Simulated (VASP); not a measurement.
Consider the following.

```xyz
2
Lattice="3.3133 0.0000 0.0000 -1.6566 2.8694 0.0000 0.0000 0.0000 3.2336" Properties=species:S:1:pos:R:3 pbc="T T T"
Nb     0.0000     0.0000     0.0000
P      1.6566     0.9565     1.6168
```

These are PBE GGA, VASP's PBE PAW potentials (set 64) (plane waves; VASP 6.6.1) values and carry that method's errors. Numerical set-up: 400 eV cut-off, 8×8×7 Γ-centred mesh, Gaussian smearing of 0.050 eV, potentials Nb_sv P.

What does the run give for the energy per atom (σ→0), pressure, band gap (on the k-mesh) with the smallest direct gap where there is one?

```
Item                                                        Result
------------------------  ----------------------------------------
band gap (on the k-mesh)  none (metal, semimetal or under 0.01 eV)
energy per atom (σ→0)                               -8.790 eV/atom
pressure                                                 92.8 kbar
```

The absolute energy has meaning only against runs of the same code, potentials and settings.

The structure was generated: NbP was put into the WC type (P-6m2), which need not be its known phase. The cell was not relaxed at this level.
